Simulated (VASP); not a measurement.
```yaml
crystal:
  lattice:
    - [0.00000, 2.23929, 2.23929]
    - [2.23929, 0.00000, 2.23929]
    - [2.23929, 2.23929, 0.00000]
  atoms:
    - { symbol: Ta, position: [0.00000, 0.00000, 0.00000] }
    - { symbol: C, position: [0.50000, 0.50000, 0.50000] }
```

Method: PBE GGA, VASP's PBE PAW potentials (set 64) (plane waves; VASP). Numerical set-up: 600 eV cut-off, 14×14×14 Γ-centred mesh, first-order Methfessel-Paxton smearing of 0.10 eV, potentials Ta_pv C.

Unless said otherwise, spin-orbit coupling is left out, though it shifts the bands of the heavy elements here.

Q: Predict the energy per atom (σ→0), band gap (on the k-mesh) with the smallest direct gap where there is one.

A: 
| Quantity | Result |
|---|---|
| band gap (on the k-mesh) | none (metal, semimetal or under 0.01 eV) |
| energy per atom (σ→0) | -11.099 eV/atom |

The compound is TaC in the rock salt structure. It was relaxed first. The electron count is odd and the run is not spin-polarised, which forces a metal.
